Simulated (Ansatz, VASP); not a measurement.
## IrOs (Os-Ir-Ir-Os stack, (111) layers): VASP beside Ansatz

Wanted: the spread between two codes on one cell, functional and k mesh. Of the first pair: The structure shown is the start of the Ansatz relaxation below; VASP solves that cell, so the two are compared at the walk's first step.

Method: plane waves, with VASP 6.6.1 beside it; PBEsol, in Ansatz 0.2.0.

## (1) Starting point

The cell holds 4 atoms: 2 Os and 2 Ir. Cell: a = 2.715 Å, b = 2.715 Å, c = 37.102 Å, α = 90.0°, β = 90.0°, γ = 120.0°. It derives from IrOs. Vacuum lies along c. The height across the vacuum is the one that the program set for its solve, not the one typed.

## (2) Ansatz: relaxation, PBEsol

Ansatz runs on its PAW soft_1 files.

The two programs are compared at the cell with which this relaxation starts, whose forces are those of its first step.

Input file input.yaml:

```yaml
crystal:
  lattice:
    - [2.71529, 0.0, 0.0]
    - [-1.35765, 2.35151, 0.0]
    - [0.0, 0.0, 17.65108]
  atoms:
    - { symbol: Os, position: [0.0, 0.0, 0.31159575] }
    - { symbol: Ir, position: [0.33333333, 0.66666667, 0.43719858] }
    - { symbol: Ir, position: [0.66666667, 0.33333333, 0.56280142] }
    - { symbol: Os, position: [0.0, 0.0, 0.68840425] }
  periodic: [true, true, false]
kpoints:
  mp_grid: { grid: [9, 9, 1] }
hamiltonian:
  xc: pbesol
  pseudopotentials: { kind: paw, azcp: { folder: soft_1 }, xc_functional: pbe }
scf:
  occupations: { method: gaussian, width: 0.1 }
output:
  forces: true
  stress: true
  eigenvalues: true
relax:
  adjacent_minimum: "off"
  f_tol: 0.05
  max_steps: 80
  cell: { stress_2d_tol: 0.02 }
```

Run with:

```bash
> ansatz run input.yaml --threads 4 --pin off --max-ram 12288MiB --backend cpu --events-out ev --progress --plain --runs-dir out
```

Numbers of over 12 decimals in the logs are rounded to 6 here.

Log:

```text
Warning: crystal.periodic: the lattice vector that does not repeat stood 0.000° off the slab's normal, 17.651 Å along it as the deck builds it. The run solves the slab on a vector along the normal, 37.102 Å long, with every atom where it was (on the deck's vector they left 11.00 Å outside them, and the widest stretch free of ions among them is 2.22 Å). A fractional position that the run reports is one of the run's ce [...]
The last accepted step is kept in <dir> (removed where the run ends without a failure and the disk answers)
crystal.periodic: the lattice vector that does not repeat stood 0.000° off the slab's normal, 17.651 Å along it as the deck builds it. The run solves the slab on a vector along the normal, 37.102 Å long, with every atom where it was (on the deck's vector they left 11.00 Å outside them, and the widest stretch free of ions among them is 2.22 Å). A fractional position that the run reports is one of the run's cell, which [...]
Engine: ansatz 0.2.0, aarch64-unknown-linux-gnu
Pseudopotentials: kind: paw
Pseudopotential: Os, paw, valence charge 16, recommended cutoff 420 eV (normal), soft_1/Os.paw.azcp
Pseudopotential: Ir, paw, valence charge 17, recommended cutoff 420 eV (normal), soft_1/Ir.paw.azcp
Functional definition: PBEsol
  exchange = pbesol_x
  correlation = pbesol_c
Crystal: 4 atoms, lattice volume = 236.898 Å³
Basis set: ecut = 420 eV, 4665 PW (Γ), exchange–correlation on 40×40×500 points (8 copies of the dense FFT grid, shifted against one another)
Bands: 40, of which v1, the nominal top of the filled ones, is band 33 counted from 1 (32 counted from 0)
Symmetry: 12 space group operations
Space group: P-3m1 (ITA 164), of the structure as read, at distance tolerance 6.2e-5 Å
k-points: 12 of 81
Non-local potential: Os, projectors of the file, l = 0: 3, l = 1: 2, l = 2: 2, l = 3: 1
Non-local potential: Ir, projectors of the file, l = 0: 3, l = 1: 2, l = 2: 2, l = 3: 1
PAW form: soft (Blöchl's): semilocal exchange-correlation on the pseudo side does not see the compensation charge
PAW frozen core: Os, regenerated for the run's functional, and the local potential with it (the file was generated under x = pbe(κ = 0.804, μ = 0.219515), c = pbe(β = 0.066725))
PAW frozen core: Ir, regenerated for the run's functional, and the local potential with it (the file was generated under x = pbe(κ = 0.804, μ = 0.219515), c = pbe(β = 0.066725))
PAW one-centre angular grid: Os, 590 points (default); XC on 64 Gauss nodes
PAW one-centre angular grid: Ir, 590 points (default); XC on 64 Gauss nodes
Initial density: superposition of atomic densities (neutral atoms: chi_scale 0, normalization atom)
Initial wavefunctions: pseudopotential atomic-orbital guess
Functional: x = pbesol(κ = 0.804, μ = 0.123457), c = pbesol(β = 0.046)
[...]
SCF iter   1: F=—  HF=-46102.693138 eV  |F-HF|=—  |Δ(HF+E_count)|=         —  Δρ=4.58e-4  dr2=1.76e-3  ethr=2.82e-6  ⟨swp⟩=3.6  Hψ=2896  notcnv=0
preconditioner: auto → LDOS  [metal: Δε(μ)=0.062 eV  Ē_g=6.223 eV  σ=0.100 eV  W_gap=0.32  n_scr=26 (ndim 8)  ℏωp=14.3 eV  f_vac=0.712  D(μ)=6.01/eV (n_scr^D=24)  β→1.0]
SCF iter   2: F=—  HF=-46102.693077 eV  |F-HF|=—  |Δ(HF+E_count)|=   6.09e-5  Δρ=1.47e-4  dr2=1.54e-4  ethr=2.66e-6  ⟨swp⟩=2.1  Hψ=625  notcnv=0
SCF iter   3: F=—  HF=-46102.693040 eV  |F-HF|=—  |Δ(HF+E_count)|=   3.73e-5  Δρ=1.00e-4  dr2=8.35e-5  ethr=2.33e-7  ⟨swp⟩=3.7  Hψ=1034  notcnv=0
SCF iter   4: F=—  HF=-46102.693029 eV  |F-HF|=—  |Δ(HF+E_count)|=   1.06e-5  Δρ=2.34e-5  dr2=3.93e-6  ethr=1.27e-7  ⟨swp⟩=3.0  Hψ=879  notcnv=0
SCF iter   5: F=-46102.693031 eV  HF=-46102.693030 eV  |F-HF|=3.22e-7  |Δ(HF+E_count)|=   1.13e-6  Δρ=7.66e-6  dr2=5.85e-8  ethr=5.77e-10  ⟨swp⟩=11.2  Hψ=3707  notcnv=0
SCF 6 converged in 5 iterations: F = -46102.693031 eV  dr2 = 5.85e-8
relax step   6: F+E_penalty+E_count = -46102.69303064 eV  Δ(F+E_penalty+E_count) = -6.860e-4 eV  max|allowed force component| = 1.339e-3 eV/Å  Δτ_max = 0.0081 Å  P = +0.050 N/m  Ω = 229.796 Å³  energy of the carried Pulay correction = +8.544e-4 eV  fix = [c, alpha, beta]  reactions: c +0.000 N/m  (5 SCF iters, dr2 threshold 3.81e-7 eV, accepted)
[...]
relax step   7: F+E_penalty+E_count = -46102.69302863 eV  Δ(F+E_penalty+E_count) = +2.018e-6 eV  max|allowed force component| = 3.157e-4 eV/Å  Δτ_max = 0.0002 Å  P = +0.003 N/m  Ω = 229.825 Å³  energy of the carried Pulay correction = +8.508e-4 eV  fix = [c, alpha, beta]  reactions: c +0.000 N/m  (5 SCF iters, dr2 threshold 2.23e-9 eV, accepted)
[...]
relax step   8: F+E_penalty+E_count = -46102.69206450 eV  Δ(F+E_penalty+E_count) = +9.641e-4 eV  max|allowed force component| = 5.369e-4 eV/Å  Δτ_max = 0.0000 Å  P = +0.018 N/m  Ω = 229.825 Å³  fix = [c, alpha, beta]  reactions: c +0.000 N/m  stress off target by 1.83e-2 N/m on what of the cell is left free  SCF on the basis re-selected at this cell (its energy is not comparable with the rows above)  (7 SCF iters)
basis re-selected at this cell: Δ(F+E_penalty+E_count) = +9.641e-4 eV, ΔP = +0.016 N/m vs the last step (what re-selecting the basis moved, of the pressure what is left beyond the Pulay correction that the steps carried, after the strain that the cell walked since its last selection, with what the two solves' SCF thresholds leave and, on support functions, any second-order correction that the steps lacked; it is no measure of the basis error at this ecutwfc). The dense FFT grid was sized anew with the basis: this SCF ran on 18×18×250 points, the steps before it on 20×20×250, so part of this shift can come from that change (see relax.cell in the input reference). [rest of the remark cut]
SCF converged after 7 iterations
Free energy (F): -46102.692065 eV
Harris-Foulkes:  -46102.692065 eV  (|F-HF|=1.02e-10)
Internal energy: -46102.662363 eV  (E = F + TS)
E sigma→0 (E₀):  -46102.677214 eV
Entropy (-TS):   -0.029701 eV (-7.425 meV/atom)
Fermi energy:    -5.567321 eV
--- Per-component energies (eV) ---
  E_band       = -2359.704908
  E_kinetic    = 2062.723578
  E_local      = -413425.290714  (includes V_loc(G=0)·N_el)
  E_nonlocal   = 786.554121
  E_hartree    = 205144.291218
  E_xc         = -921.369265
  E_vxc        = -1002.214174  (∫ρ·V_xc dr)
  E_paw        = -36089.919683  (= ΣΔE_a)
  E_vpaw       = -1070.061245  (= ΣTr[D̂ρ^β])
  E_aug_tail   = 0.001603  (compensation charges beyond the density's cutoff)
  E_ewald      = 196339.320088
  E_core_change = 1.026692  (= ΣΔE_core)
  E_smearing   = -0.029701  (= −TS)
  E_closure    = 0.000000  (closes the sum)
  Σ components = -46102.692065   (vs F -46102.692065, Δ=0.00e0)
--- Forces (eV/Å), atoms counted from 1 ---
  atom   1  Os    -0.00000000    -0.00000000    -0.00053691
  atom   2  Ir    -0.00000000    -0.00000000     0.00051169
  atom   3  Ir     0.00000000     0.00000000    -0.00051169
  atom   4  Os     0.00000000     0.00000000     0.00053691
  max |Σ_I F_I| component: 4.63e-18 eV/Å
--- 2D stress c σ (N/m, compression-positive) ---
        0.018296       0.000000       0.000000
        0.000000       0.018296       0.000000
        0.000000       0.000000       0.000000
  P = ½ c Tr σ = 0.0183 N/m
--- Band table (eV; the first three rows and the last of 12) ---
  k-point 0: bands = [... 29 lower, -8.1161, -8.1161, -6.4038, -6.3448, -6.3448, -6.0396, -6.0396, -5.4990, ... 3 higher]
  k-point 1: bands = [... 29 lower, -8.0670, -7.7523, -7.0012, -6.7928, -6.4783, -6.4060, -5.9628, -5.6711, ... 3 higher]
  k-point 2: bands = [... 29 lower, -7.8341, -7.6936, -7.2298, -6.9064, -6.3005, -5.8255, -5.5821, -4.8421, ... 3 higher]
  k-point 11: bands = [... 29 lower, -7.6724, -6.2908, -6.2908, -4.8749, -4.7345, -4.7345, -4.4961, 0.6027, ... 3 higher]
--- Relaxed structure (7 steps of the walk, 6 accepted, 1 SCFs on fresh bases) ---
  F+E_penalty+E_count = -46102.69206450 eV   max|allowed force component| = 5.369e-4 eV/Å   (the final SCF, on the basis selected at the relaxed cell)
  cell:  # Å, volume = 229.8252 Å³
    - [2.674447, 2.843329063242208e-6, 0]
    - [-1.337226, 2.316137, 0]
    - [0, 0, 37.10215395636]
  atoms:
    - { symbol: Os, position: [1.3769224244052388e-18, 0, 0.149601] }
    - { symbol: Ir, position: [0.333333, 0.666667, 0.206592] }
    - { symbol: Ir, position: [0.666667, 0.333333, 0.269151] }
    - { symbol: Os, position: [-1.3769224244052394e-18, 0, 0.326142] }
```

In the SCF lines HF is the Harris–Foulkes energy and dr2 the Hartree energy of the density residual, in eV; the loop may stop once dr2 is under the threshold and the program's other checks hold. Hψ counts applications of the Hamiltonian.

## (3) VASP: single point, PBEsol, start cell, pair 1

The same cell, functional, mesh and smearing now go to VASP, with its own data sets.

Lines of VASP's logs that name or quote its potential files are left out, and so is its time.

Input file INCAR:

```
SYSTEM = IrOs
PREC = Accurate
ENCUT = 520
EDIFF = 1E-06
NELM = 120
ISMEAR = 0
SIGMA = 0.1
LREAL = .FALSE.
ALGO = Normal
GGA = PS
NBANDS = 23
LASPH = .TRUE.
LORBIT = 11
LWAVE = .FALSE.
LCHARG = .FALSE.
ISIF = 2
LDIPOL = .TRUE.
IDIPOL = 3
DIPOL = 0.5 0.5 0.238
LVHAR = .TRUE.
GGA_COMPAT = .FALSE.
NELMDL = -8
KPAR = 2
```

Input file POSCAR:

```
IrOs
1.0
    2.7152900000      0.0000030000      0.0000000000
   -1.3576470000      2.3515090000      0.0000000000
    0.0000000000      0.0000000000     37.1021540000
Os Ir
2 2
Direct
    0.0000000000      0.0000000000      0.1482394257
    0.0000000000      0.0000000000      0.3275033034
    0.3333329461      0.6666663832      0.2079940426
    0.6666664730      0.3333331916      0.2677486865
```

Input file KPOINTS:

```
Automatic mesh
0
Gamma
9 9 1
0 0 0
```

PAW data sets: Os and Ir (PBE family, release 64).

Run with:

```bash
> mpirun -np 2 vasp_std
```

Log:

```text
[banner, memory and clock lines left out]
running    2 mpi-ranks, on    1 nodes
 distrk:  each k-point on    1 cores,    2 groups
 distr:  one band on    1 cores,    1 groups

 POSCAR found type information on POSCAR OsIr
 POSCAR found :  2 types and       4 ions
|                                                                             |
|               ----> ADVICE to this user running VASP <----                  |
|                                                                             |
|     You enforced a specific xc type in the INCAR file but a different       |
|     [... a line on the potential file left out ...]
|     I HOPE YOU KNOW WHAT YOU ARE DOING!                                     |
|                                                                             |

 LDA part: xc-table for (Slater+PW92), standard interpolation
 POSCAR, INCAR and KPOINTS ok, starting setup
 FFT: planning ... GRIDC
 FFT: planning ... GRID_SOFT
 FFT: planning ... GRID
 WAVECAR not read
 entering main loop
       N       E                     dE             d eps       ncg     rms          rms(c)
DAV:   1     0.280710931713E+03    0.28071E+03   -0.12537E+04   552   0.116E+03
DAV:   2    -0.159770592994E+02   -0.29669E+03   -0.27749E+03   689   0.336E+02
DAV:   3    -0.426180619444E+02   -0.26641E+02   -0.24077E+02   714   0.956E+01
DAV:   4    -0.439729610474E+02   -0.13549E+01   -0.12815E+01   720   0.243E+01
DAV:   5    -0.440391102572E+02   -0.66149E-01   -0.59886E-01   852   0.392E+00
DAV:   6    -0.440418888356E+02   -0.27786E-02   -0.27772E-02   790   0.543E-01
DAV:   7    -0.440419798095E+02   -0.90974E-04   -0.90971E-04   828   0.797E-02
DAV:   8    -0.440419830545E+02   -0.32449E-05   -0.32448E-05   722   0.131E-02    0.285E+01
DAV:   9    -0.420085918904E+02    0.20334E+01   -0.66848E+00   811   0.255E+01    0.150E+01
DAV:  10    -0.565266442744E+02   -0.14518E+02   -0.54240E+01   989   0.726E+01    0.253E+01
DAV:  11    -0.408522617289E+02    0.15674E+02   -0.25031E+01   978   0.523E+01    0.389E+00
DAV:  12    -0.410858095980E+02   -0.23355E+00   -0.32695E+00   780   0.109E+01    0.174E+00
DAV:  13    -0.410563805218E+02    0.29429E-01   -0.12840E-01   780   0.336E+00    0.122E+00
DAV:  14    -0.410504545412E+02    0.59260E-02   -0.17800E-02   908   0.970E-01    0.776E-01
[...]
DAV:  21    -0.410488586729E+02   -0.16188E-04   -0.52896E-06   555   0.197E-02    0.982E-03
DAV:  22    -0.410488661991E+02   -0.75262E-05   -0.46853E-06   497   0.215E-02    0.765E-03
DAV:  23    -0.410488711056E+02   -0.49065E-05   -0.85379E-07   361   0.556E-03    0.830E-03
DAV:  24    -0.410488814313E+02   -0.10326E-04   -0.88275E-07   397   0.694E-03    0.821E-04
DAV:  25    -0.410488860295E+02   -0.45982E-05   -0.22668E-07   304   0.255E-03    0.154E-03
DAV:  26    -0.410488901392E+02   -0.41097E-05   -0.17434E-07   354   0.201E-03    0.729E-04
DAV:  27    -0.410488914618E+02   -0.13226E-05   -0.30149E-08   304   0.875E-04    0.626E-04
DAV:  28    -0.410488923043E+02   -0.84249E-06   -0.15473E-08   290   0.629E-04
   1 F= -.41048892E+02 E0= -.41027333E+02  d E =-.431186E-01
```

Parts of OUTCAR (step 3):

```text
ion  position               nearest neighbor table
   1  0.000  0.000  0.148-   3 2.72   3 2.72   3 2.72
   2  0.000  0.000  0.328-   4 2.72   4 2.72   4 2.72
   3  0.333  0.667  0.208-   1 2.72   1 2.72   1 2.72   4 2.72   4 2.72   4 2.72
   4  0.667  0.333  0.268-   2 2.72   2 2.72   2 2.72   3 2.72   3 2.72   3 2.72

  LATTYP: Found a hexagonal cell.
 ALAT       =     2.7152900000
 C/A-ratio  =    13.6641588928

 Subroutine GETGRP returns: Found 12 space group operations
 (whereof  6 operations were pure point group operations)

The static configuration has the point symmetry C_3v.
 The point group associated with its full space group is D_3d.

 Found     12 irreducible k-points:

   k-points           NKPTS =     12   k-points in BZ     NKDIM =     12   number of bands    NBANDS=     23

   dimension x,y,z NGX =    20 NGY =   20 NGZ =  280
   dimension x,y,z NGXF=    40 NGYF=   40 NGZF=  560

   ENCUT  =  520.0 eV  38.22 Ry    6.18 a.u.   5.05  5.05 68.99*2*pi/ulx,y,z

   NELECT =      34.0000    total number of electrons

 k-points in reciprocal lattice and weights: Automatic mesh
   0.00000000  0.00000000  0.00000000       0.012
   0.11111111  0.00000000  0.00000000       0.074
   0.22222222  0.00000000  0.00000000       0.074
   0.33333333  0.00000000  0.00000000       0.074
   0.44444444  0.00000000  0.00000000       0.074
   0.11111111  0.11111111  0.00000000       0.074
   0.22222222  0.11111111  0.00000000       0.148
   0.33333333  0.11111111  0.00000000       0.148
   0.44444444  0.11111111  0.00000000       0.074
   0.22222222  0.22222222  0.00000000       0.074
   0.33333333  0.22222222  0.00000000       0.148
   0.33333333  0.33333333  0.00000000       0.025

 dipolmoment           0.000000      0.000000     -0.000000 electrons x Angstroem

 average (electrostatic) potential at core
       1 -54.0474       2 -54.0474       3 -60.6880       4 -60.6880

 E-fermi :  -1.9350

 k-point     1 :       0.0000    0.0000    0.0000
  band No.  band energies     occupation
    ...
     16      -2.8135      2.00000
     17      -2.8135      2.00000
     18      -2.6528      2.00000
     19      -2.3016      2.00000
     20      -2.3016      2.00000
     21      -1.7930      0.04459
     22      -0.9282      0.00000
     23      -0.9282      0.00000

 k-point     2 :       0.1111    0.0000    0.0000
  band No.  band energies     occupation
    ...
     17      -3.1265      2.00000
     18      -2.8826      2.00000
     19      -2.7565      2.00000
     20      -2.2354      1.99998
     21      -1.9182      0.81234
     22      -0.9673      0.00000
     23      -0.5054      0.00000

 k-point     3 :       0.2222    0.0000    0.0000
  band No.  band energies     occupation
    ...
     16      -3.4757      2.00000
     17      -2.9544      2.00000
     18      -2.7522      2.00000
     19      -2.1527      1.99792
     20      -1.9163      0.79132
     21      -1.1507      0.00000
     22      -1.0654      0.00000
     23      -0.4969      0.00000

  Total       -6.6298937     -6.6298958     -4.0103823     -0.0000017     -0.0000000      0.0000000
  in kB      -44.8388928    -44.8389073    -27.1227734     -0.0000114     -0.0000000      0.0000000
  external PRESSURE =     -38.9335245 kB  Pullay stress =       0.0000000 kB

  energy-cutoff  :      520.00
  volume of cell :      236.90
      direct lattice vectors                 reciprocal lattice vectors
     2.715290000  0.000003000  0.000000000     0.368284552  0.212629600  0.000000000
    -1.357647000  2.351509000  0.000000000    -0.000000470  0.425258573  0.000000000
     0.000000000  0.000000000 37.102154000     0.000000000  0.000000000  0.026952613

 POSITION                                       TOTAL-FORCE (eV/Angst)
 -----------------------------------------------------------------------------------
      0.00000      0.00000      5.50000         0.000000     -0.000000      1.045723
      0.00000      0.00000     12.15108        -0.000000      0.000000     -1.045723
     -0.00000      1.56767      7.71703         0.000000      0.000000     -1.347537
      1.35764      0.78384      9.93405        -0.000000      0.000000      1.347537
 -----------------------------------------------------------------------------------
    total drift:                                0.000060      0.000060     -0.000019

  FREE ENERGIE OF THE ION-ELECTRON SYSTEM (eV)
  ---------------------------------------------------
  free  energy   TOTEN  =       -41.0488923043 eV

  energy  without entropy=      -41.0057736886  energy(sigma->0) =      -41.02733300

 vacuum level on the upper side and lower side of the slab         3.636         3.636

 total charge
# of ion       s       p       d       tot
------------------------------------------
    1        0.636   0.586   5.883   7.105
    2        0.636   0.586   5.883   7.105
    3        0.675   0.747   6.974   8.396
    4        0.675   0.747   6.974   8.396
--------------------------------------------------
tot          2.622   2.666  25.714  31.002

[... 3 further parts left out ...]
```

The run ends at a pressure of -3.89 GPa, with forces up to 1.3 eV/Å.

## (4) Side by side

Known differences besides the potentials themselves: Ansatz cuts the interaction across the vacuum, VASP repeats the sheet with a dipole correction (LDIPOL); the data sets hold 66 valence electrons in Ansatz (on its PAW soft_1 files) and 34 in VASP; the cutoff is 420 eV in Ansatz and 520 eV in VASP; Ansatz makes its cores anew for this functional, VASP keeps those of its PBE data sets. Total energies have different zeros and are not compared.

Forces (eV/Å; atoms numbered as in POSCAR):

```
atom        Ansatz x, y, z          VASP x, y, z
 Os1   0.000, 0.000, 1.071   0.000, 0.000, 1.046
 Os2  0.000, 0.000, -1.071  0.000, 0.000, -1.046
 Ir3  0.000, 0.000, -1.335  0.000, 0.000, -1.348
 Ir4   0.000, 0.000, 1.335   0.000, 0.000, 1.348
```

The forces differ by 11 meV/Å r.m.s., which is 1.6 % of the r.m.s. force of 0.696 eV/Å (both taken over all components). Where the cell holds vacuum, a pressure given here is an average over it and none of the material.

## (5) Ansatz: relaxation, PBEsol

This run makes the geometry at which the two programs are then compared.

The structure compared here is the end of the Ansatz relaxation.

This is the run of step 2 again, met here at its other cell.

(Part 1 of 2 ends here.)

[Lines on the potential files, build, host, timing and source positions are cut from VASP's logs without a mark.]

[Logs are printed without paths, hosts, clocks, repeated set-up lines and the standing remarks that a program may print on its own settings, such as how far it seeks lower states.]

[Hosts, paths, dates, database ids (printed as entryN), source tags and the programs' standing remarks are cut or masked in the printed files.]
